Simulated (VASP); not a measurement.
Input of a VASP 6.6.1 run:

File INCAR:

```
PREC = Normal ; ENCUT = 520
EDIFF = 1E-4 ; ISMEAR = 0
SIGMA = 0.15 ; LREAL = Auto
LASPH = T ; NELM = 60
ALGO = Fast ; ISIF = 3
LWAVE = F ; LCHARG = F
GGA = PE ; IBRION = 2
NSW = 24 ; EDIFFG = -0.08
```

File KPOINTS:

```
Automatic mesh
0
Gamma
  2 2 2
```

The input POSCAR:

```
Si2Sb2Te
1.0
    6.4609461000      0.0000000000      0.0000000000
    0.0000000000      6.4609461000      0.0000000000
    0.0000000000      0.0000000000      7.3221270300
Si Sb Te
4 4 2
Direct
    0.5000000000      0.5000000000      0.0000000000
    0.5000000000      0.5000000000      0.5000000000
    0.0000000000      0.5000000000      0.0000000000
    0.5000000000      0.0000000000      0.5000000000
    0.2164958000      0.0000000000      0.0000000000
    0.7835042000      0.0000000000      0.0000000000
    0.0000000000      0.7835042000      0.5000000000
    0.0000000000      0.2164958000      0.5000000000
    0.0000000000      0.0000000000      0.7500000000
    0.0000000000      0.0000000000      0.2500000000
```

Potentials or basis: VASP PAW PBE potentials, release 64 (Si, Sb, Te).

Launch:

```console
$ cat potpaw_PBE.64/Si/POTCAR potpaw_PBE.64/Sb/POTCAR potpaw_PBE.64/Te/POTCAR > POTCAR
$ mpirun -np 2 vasp_std > vasp.out
```

Task: Predict the relaxed cell.

Result: a = 5.786 Å, b = 5.786 Å, c = 10.450 Å, α = 90.00°, β = 90.00°, γ = 90.00°.

Task: Predict the space group after relaxing (to 0.05 Å).

Result: P4_2/mmc (No. 131).

Task: Predict the relaxed volume.

Result: 34.98 Å³/atom.

Final structure:
```
Si Sb Te
1.0
     5.78562    0.00000    0.00000
     0.00000    5.78562    0.00000
     0.00000    0.00000   10.45011
Si Sb Te
4 4 2
Direct
  0.50000 0.50000 0.00000
  0.50000 0.50000 0.50000
  0.00000 0.50000 0.00000
  0.50000 0.00000 0.50000
  0.25526 0.00000 0.00000
  0.74474 0.00000 0.00000
  0.00000 0.74474 0.50000
  0.00000 0.25526 0.50000
  0.00000 0.00000 0.75000
  0.00000 0.00000 0.25000
```

Caveat: the k mesh is coarse (spacing up to 0.49 Å⁻¹), so the values aren't converged. Spin-orbit coupling is left out, which matters for the levels of Sb, Te.
